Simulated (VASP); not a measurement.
# BaMgSbF (P4/nmm) in VASP: settings compared

One crystal, BaMgSbF, is run at these levels: PBE, AM05, RPBE; tasks: relaxation of cell and atoms.

Everything below comes from runs of VASP 6.6.1. Logs are shortened: lines on timing, memory, paths and dates and some standing lists are left out, and cuts for length are marked.

## Step 1: The crystal as given

It takes space group P4/nmm (No. 129, tetragonal). The conventional cell has a = 4.623 Å, b = 4.623 Å, c = 10.018 Å, α = 90.00°, β = 90.00°, γ = 90.00°. Ba (site symmetry 4mm) has 4 F at 2.71 Å as nearest neighbours. Around Sb (site symmetry 4mm) lie 4 Mg at 2.90 Å. Around Mg (site symmetry -4m2) lie 4 Sb at 2.90 Å and 4 Mg at 3.27 Å. Around F (site symmetry -4m2) lie 4 Ba at 2.71 Å.

The cell comes from a database or a generator and needn't be the stable form of this composition.

## Step 2: Relaxation of cell and atoms, PBE

Contents of INCAR:

```
SYSTEM = BaMgSbF
  ALGO = Normal
  EDIFF = 1E-7
  EDIFFG = -0.005
  ENCUT = 600
  GGA = PE
  IBRION = 2
  ISIF = 3
  ISMEAR = 0
  KPAR = 2
  LASPH = .TRUE.
  LCHARG = .FALSE.
  LREAL = .FALSE.
  LWAVE = .FALSE.
  NELM = 80
  NSW = 90
  PREC = Accurate
  SIGMA = 0.03
```

Contents of KPOINTS:

```
k-points
0
G
  6 6 4
  0 0 0
```

Contents of POSCAR:

```
BaMgSbF                                 
1.0
    4.6233054736      0.0000000000      0.0000000000
    0.0000000000      4.6233054736      0.0000000000
    0.0000000000      0.0000000000     10.0184207043
  Ba              Sb              Mg              F             
     2     2     2     2
Direct
     0.5000000000000000    0.0000000000000000    0.1417436451127980
     0.0000000000000000    0.5000000000000000    0.8582563548872021
     0.5000000000000000    0.0000000000000000    0.6748381249362757
     0.0000000000000000    0.5000000000000000    0.3251618750637241
     0.5000000000000000    0.5000000000000000    0.5000000000000000
     1.0000000000000000    0.0000000000000000    0.5000000000000000
     0.5000000000000000    0.5000000000000000    1.0000000000000000
     1.0000000000000000    0.0000000000000000    1.0000000000000000
```

Potentials or basis: VASP PAW PBE potentials, release 64 (Ba_sv, Sb, Mg, F).

The run is started by

```sh
$ cat potpaw_PBE.64/Ba_sv/POTCAR potpaw_PBE.64/Sb/POTCAR potpaw_PBE.64/Mg/POTCAR potpaw_PBE.64/F/POTCAR > POTCAR
$ mpirun -np 2 vasp_std > vasp.out
```

OUTCAR:

```text
SYSTEM = BaMgSbF
   EDIFF = 1E-7
   EDIFFG = -0.005
   ENCUT = 600
   GGA = PE
   IBRION = 2
   ISIF = 3
   ISMEAR = 0
   LASPH = .TRUE.
   LREAL = .FALSE.
   NELM = 80
   NSW = 90
   PREC = Accurate

 ion  position               nearest neighbor table
   1  0.500  0.000  0.142-   7 2.71   8 2.71   7 2.71   8 2.71   4 3.75   4 3.75   4 3.75   4 3.75
                             2 4.33   2 4.33   2 4.33   2 4.33
   2  0.000  0.500  0.858-   7 2.71   8 2.71   8 2.71   7 2.71   3 3.75   3 3.75   3 3.75   3 3.75
                             1 4.33   1 4.33   1 4.33   1 4.33
   3  0.500  0.000  0.675-   5 2.90   6 2.90   5 2.90   6 2.90   2 3.75   2 3.75   2 3.75   2 3.75

   4  0.000  0.500  0.325-   5 2.90   6 2.90   6 2.90   5 2.90   1 3.75   1 3.75   1 3.75   1 3.75

   5  0.500  0.500  0.500-   3 2.90   3 2.90   4 2.90   4 2.90   6 3.27   6 3.27   6 3.27   6 3.27

   6  0.000  0.000  0.500-   3 2.90   3 2.90   4 2.90   4 2.90   5 3.27   5 3.27   5 3.27   5 3.27

   7  0.500  0.500  0.000-   1 2.71   2 2.71   1 2.71   2 2.71
   8  0.000  0.000  0.000-   1 2.71   2 2.71   2 2.71   1 2.71

  LATTYP: Found a simple tetragonal cell.
 ALAT       =     4.6233054736
 C/A-ratio  =     2.1669389491

  Lattice vectors:

 A1 = (   4.6233054736,   0.0000000000,   0.0000000000)
 A2 = (   0.0000000000,   4.6233054736,   0.0000000000)
 A3 = (   0.0000000000,   0.0000000000,  10.0184207043)

Analysis of symmetry for initial positions (statically):
=====================================================================
 Subroutine PRICEL returns:
 Original cell was already a primitive cell.

 Routine SETGRP: Setting up the symmetry group for a
 simple tetragonal supercell.

 Subroutine GETGRP returns: Found 16 space group operations
 (whereof  8 operations were pure point group operations)
 out of a pool of 16 trial point group operations.

The static configuration has the point symmetry D_2d.
 The point group associated with its full space group is D_4h.

Analysis of symmetry for dynamics (positions and initial velocities):
=====================================================================
 Subroutine PRICEL returns:
 Original cell was already a primitive cell.

 Routine SETGRP: Setting up the symmetry group for a
 simple tetragonal supercell.

 Subroutine GETGRP returns: Found 16 space group operations
 (whereof  8 operations were pure point group operations)
 out of a pool of 16 trial point group operations.

The dynamic configuration has the point symmetry D_2d.
 The point group associated with its full space group is D_4h.

 Subroutine INISYM returns: Found 16 space group operations
 (whereof  8 operations are pure point group operations),
 and found     1 'primitive' translations

----------------------------------------------------------------------------------------

                                     Primitive cell

  volume of cell :     214.1433

  direct lattice vectors                    reciprocal lattice vectors
     4.623305474  0.000000000  0.000000000     0.216295463  0.000000000  0.000000000
     0.000000000  4.623305474  0.000000000     0.000000000  0.216295463  0.000000000
     0.000000000  0.000000000 10.018420704     0.000000000  0.000000000  0.099816132

  length of vectors
     4.623305474  4.623305474 10.018420704     0.216295463  0.216295463  0.099816132

  position of ions in fractional coordinates (direct lattice)
     0.500000000  0.000000000  0.141743645
     0.000000000  0.500000000  0.858256355
     0.500000000  0.000000000  0.674838125
     0.000000000  0.500000000  0.325161875
     0.500000000  0.500000000  0.500000000
     0.000000000  0.000000000  0.500000000
     0.500000000  0.500000000  0.000000000
     0.000000000  0.000000000  0.000000000

  ion indices of the primitive-cell ions
   primitive index   ion index
                 1           1
                 2           2
                 3           3
                 4           4
                 5           5
                 6           6
                 7           7
                 8           8

----------------------------------------------------------------------------------------

 KPOINTS: k-points

Automatic generation of k-mesh.
 Grid dimensions read from file:
 generate k-points for:    6    6    4

 Generating k-lattice:

  Cartesian coordinates                     Fractional coordinates (reciprocal lattice)
     0.036049244  0.000000000  0.000000000     0.166666667  0.000000000  0.000000000
     0.000000000  0.036049244  0.000000000     0.000000000  0.166666667  0.000000000
     0.000000000  0.000000000  0.024954033     0.000000000  0.000000000  0.250000000

  Length of vectors
     0.036049244  0.036049244  0.024954033

  Shift w.r.t. Gamma in fractional coordinates (k-lattice)
     0.000000000  0.000000000  0.000000000

 Subroutine IBZKPT returns following result:
 ===========================================

 Found     30 irreducible k-points:

 Following reciprocal coordinates:
            Coordinates               Weight
  0.000000  0.000000  0.000000      1.000000
  0.166667  0.000000  0.000000      4.000000
  0.333333  0.000000  0.000000      4.000000
  0.500000  0.000000  0.000000      2.000000
  0.166667  0.166667  0.000000      4.000000
  0.333333  0.166667  0.000000      8.000000
[... 16 lines left out ...]
  0.333333  0.000000  0.500000      4.000000
  0.500000  0.000000  0.500000      2.000000
 [... further k-points ...]
   k-points           NKPTS =     30   k-points in BZ     NKDIM =     30   number of bands    NBANDS=     29
   number of dos      NEDOS =    301   number of ions     NIONS =      8
   total plane-waves  NPLWV = 128000
   dimension x,y,z NGX =    40 NGY =   40 NGZ =   80
   dimension x,y,z NGXF=    80 NGYF=   80 NGZF=  160
   ions per type =               2   2   2   2
   NGX,Y,Z   is equivalent  to a cutoff of  14.38, 14.38, 13.28 a.u.
   NGXF,Y,Z  is equivalent  to a cutoff of  28.77, 28.77, 26.55 a.u.
 SYSTEM =  BaMgSbF
   PREC   = accura    normal or accurate (medium, high low for compatibility)
   ISTART =      0    job   : 0-new  1-cont  2-samecut
   ICHARG =      2    charge: 1-file 2-atom 10-const
   ISPIN  =      1    spin polarized calculation?
   LNONCOLLINEAR =      F non collinear calculations
   LSORBIT =      F    spin-orbit coupling
   LASPH  =      T    aspherical Exc in radial PAW
   ENCUT  =  600.0 eV  44.10 Ry    6.64 a.u.   9.23  9.23 20.01*2*pi/ulx,y,z
   NELM   =     80;   NELMIN=  2; NELMDL= -5     # of ELM steps
   EDIFF  = 0.1E-06   stopping-criterion for ELM
   LREAL  =      F    real-space projection
   EDIFFG = -.5E-02   stopping-criterion for IOM
   NSW    =     90    number of steps for IOM
   IBRION =      2    ionic relax: 0-MD 1-quasi-New 2-CG
   NFREE  =      1    steps in history (QN), initial steepest desc. (CG)
   ISIF   =      3    stress and relaxation
   ISYM   =      2    0-nonsym 1-usesym 2-fastsym
   POTIM  = 0.5000    time-step for ionic-motion
   TEBEG  =    0.0;   TEEND  =   0.0 temperature during run
   PSTRESS=    0.0 pullay stress
   NELECT =      48.0000    total number of electrons
   NUPDOWN=      -1.0000    fix difference up-down
   EMIN   =  10.00;   EMAX   =-10.00  energy-range for DOS
   EFERMI =   0.00;   METHOD = LEGACY
   ISMEAR =     0;   SIGMA  =   0.03  broadening in eV -4-tet -1-fermi 0-gaus
   EFERMI_NEDOS =   21; number of points for ismear=-14 and -15
   IALGO  =     38    algorithm
   IMIX   =      4    mixing-type and parameters
     AMIX     =   0.40;   BMIX     =  1.00
     AMIX_MAG =   1.60;   BMIX_MAG =  1.00
  volume/ion in A,a.u.               =      26.77       180.64
  Fermi-wavevector in a.u.,A,eV,Ry     =   0.994459  1.879256 13.455477  0.988950
  Thomas-Fermi vector in A             =   2.126412
   LORBIT       =      0    0 simple, 1 ext, 2 COOP (PROOUT), +10 PAW based schemes
   GGA     = PE    functional components
   LHFCALC =     F    Hartree Fock is set to
   AEXX    =    0.0000 exact exchange contribution
   IVDW    =     0    specifies the selected vdW correction
   LEPSILON=     F    determine dielectric tensor
   LRPA    =     F    only Hartree local field effects (RPA)
 conjugate gradient relaxation of ions
 non-spin polarized calculation
 Gauss-broadening in eV      SIGMA  =   0.03
  energy-cutoff  :      600.00
  volume of cell :      214.14
 maximum number of plane-waves:      7180
 NGX is ok and might be reduce to    40
   NGX = 19   NGY = 19   NGZ = 41

 number of electron      48.0000004 magnetization

 Free energy of the ion-electron system (eV)
  ---------------------------------------------------
  ext. energy  EPLUGINS =         0.00000000
  ---------------------------------------------------
  free energy    TOTEN  =       -34.35030339 eV

  energy without entropy =      -34.35030339  energy(sigma->0) =      -34.35030339

 E-fermi :   3.3579     XC(G=0):  -8.7686

 val. band max:        3.2082319577   @ k =   0.0000   0.0000   0.0000
 cond. band min:       4.4328499757   @ k =   0.0000   0.0000   0.0000
 fundamental gap:      1.2246180180
 Fermi energy:         3.3578779406

 k-point     1 :       0.0000    0.0000    0.0000
  band No.  band energies     occupation
      1     -24.5445      2.00000
      2     -24.4233      2.00000
      3     -20.2004      2.00000
      4     -20.1816      2.00000
      5      -9.7471      2.00000
      6      -9.7471      2.00000
[... 21 lines left out ...]
     28       6.0582      0.00000
     29       7.1650      0.00000

 k-point     2 :       0.1667    0.0000    0.0000
  band No.  band energies     occupation
      1     -24.5296      2.00000
      2     -24.4241      2.00000
      3     -20.2123      2.00000
      4     -20.1967      2.00000
      5      -9.7943      2.00000
      6      -9.7265      2.00000
[... 21 lines left out ...]
     28       6.6405      0.00000
     29       6.7546      0.00000

 k-point     3 :       0.3333    0.0000    0.0000
  band No.  band energies     occupation
      1     -24.4933      2.00000
      2     -24.4320      2.00000
      3     -20.2355      2.00000
      4     -20.2274      2.00000
      5      -9.7999      2.00000
      6      -9.6917      2.00000
[... 638 lines left out ...]
      5      -9.8033      2.00000
      6      -9.6877      2.00000
[... 21 lines left out ...]
     28       6.5943      0.00000
     29       6.8203      0.00000

 k-point    24 :       0.5000    0.0000    0.5000
  band No.  band energies     occupation
      1     -24.4555      2.00000
      2     -24.4555      2.00000
      3     -20.2450      2.00000
      4     -20.2450      2.00000
      5      -9.7191      2.00000
      6      -9.7191      2.00000
[... 21 lines left out ...]
     28       5.9858      0.00000
     29       6.6727      0.00000

 [... further k-points ...]
[... 5 lines left out ...]
  --------------------------------------------------------------------------------------
  -------------------------------------------------------------------------------------
  Total       -0.0122348     -0.0122348     -0.0116321      0.0000000      0.0000000     -0.0000000
  in kB       -0.0915383     -0.0915383     -0.0870292      0.0000000      0.0000000     -0.0000000
  external PRESSURE =      -0.0900353 kB  Pullay stress =       0.0000000 kB

 VOLUME and BASIS-vectors are now :
 -----------------------------------------------------------------------------
  energy-cutoff  :      600.00
  volume of cell :      214.14
      direct lattice vectors                 reciprocal lattice vectors
     4.623305474  0.000000000  0.000000000     0.216295463  0.000000000  0.000000000
     0.000000000  4.623305474  0.000000000     0.000000000  0.216295463  0.000000000
     0.000000000  0.000000000 10.018420704     0.000000000  0.000000000  0.099816132

 POSITION                                       TOTAL-FORCE (eV/Angst)
 -----------------------------------------------------------------------------------
      2.31165      0.00000      1.42005         0.000000     -0.000000      0.002887
      0.00000      2.31165      8.59837        -0.000000     -0.000000     -0.002887
      2.31165      0.00000      6.76081        -0.000000     -0.000000     -0.000422
      0.00000      2.31165      3.25761         0.000000     -0.000000      0.000422
      2.31165      2.31165      5.00921         0.000000      0.000000      0.000000
      0.00000      0.00000      5.00921         0.000000     -0.000000      0.000000
      2.31165      2.31165      0.00000         0.000000      0.000000      0.000000
      0.00000      0.00000      0.00000         0.000000     -0.000000      0.000000
 -----------------------------------------------------------------------------------
    total drift:                                0.000000      0.000000      0.000000

  FREE ENERGIE OF THE ION-ELECTRON SYSTEM (eV)
  ---------------------------------------------------
  free  energy   TOTEN  =       -34.3503033915 eV

  energy  without entropy=      -34.3503033915  energy(sigma->0) =      -34.35030339

 reached required accuracy - stopping structural energy minimisation
```

Run time: 89 s. Hardware: 2 MPI ranks of Intel Xeon Platinum 8559C (Emerald Rapids), shared host; peak memory 0.52 GiB.

Results:

- Free energy: -34.3503 eV
- Pressure after relaxing: 0.0 GPa
- Band gap on the k mesh: 1.22 eV, direct

Forces on the atoms (eV/Å):
```
Ba   0.000  0.000  0.003
Ba   0.000  0.000 -0.003
Sb   0.000  0.000  0.000
Sb   0.000  0.000  0.000
Mg   0.000  0.000  0.000
Mg   0.000  0.000  0.000
F    0.000  0.000  0.000
F    0.000  0.000  0.000
```

Final structure:
```yaml
crystal:
  lattice:
    - [4.62331, 0.00000, 0.00000]
    - [0.00000, 4.62331, 0.00000]
    - [0.00000, 0.00000, 10.01842]
  atoms:
    - { symbol: Ba, position: [0.50000, 0.00000, 0.14174] }
    - { symbol: Ba, position: [0.00000, 0.50000, 0.85826] }
    - { symbol: Sb, position: [0.50000, 0.00000, 0.67484] }
    - { symbol: Sb, position: [0.00000, 0.50000, 0.32516] }
    - { symbol: Mg, position: [0.50000, 0.50000, 0.50000] }
    - { symbol: Mg, position: [0.00000, 0.00000, 0.50000] }
    - { symbol: F, position: [0.50000, 0.50000, 0.00000] }
    - { symbol: F, position: [0.00000, 0.00000, 0.00000] }
```

Levels at points of the mesh, in eV from the valence-band top:
| k point | band 20 | band 21 | band 22 | band 23 | band 24 | band 25 | band 26 | band 27 | band 28 | band 29 |
| --- | --- | --- | --- | --- | --- | --- | --- | --- | --- | --- |
| (0.00, 0.00, 0.00) | -1.12 | -1.12 | -0.56 | 0.00 | 0.00 | 1.22 | 1.59 | 2.16 | 2.85 | 3.96 |
| (0.50, 0.00, 0.00) | -3.23 | -0.97 | -0.97 | -0.40 | -0.40 | 2.41 | 2.41 | 2.67 | 2.67 | 3.37 |
| (0.50, 0.50, 0.00) | -3.26 | -1.78 | -1.78 | -1.61 | -1.61 | 1.59 | 1.59 | 2.69 | 2.69 | 4.96 |
| (0.00, 0.00, 0.50) | -1.11 | -1.11 | -0.93 | -0.01 | -0.01 | 1.47 | 1.81 | 2.30 | 2.93 | 3.20 |
| (0.50, 0.00, 0.50) | -3.27 | -0.87 | -0.87 | -0.39 | -0.39 | 2.54 | 2.54 | 2.78 | 2.78 | 3.46 |
| (0.50, 0.50, 0.50) | -3.26 | -1.78 | -1.78 | -1.63 | -1.63 | 1.93 | 1.93 | 2.71 | 2.71 | 3.97 |

Caveat: the relaxation stopped at its first step, so nothing moved; spin-orbit coupling is left out, which moves the levels of the heavy elements. A k mesh can miss the band edges.

(Part 1 of 3 ends here.)
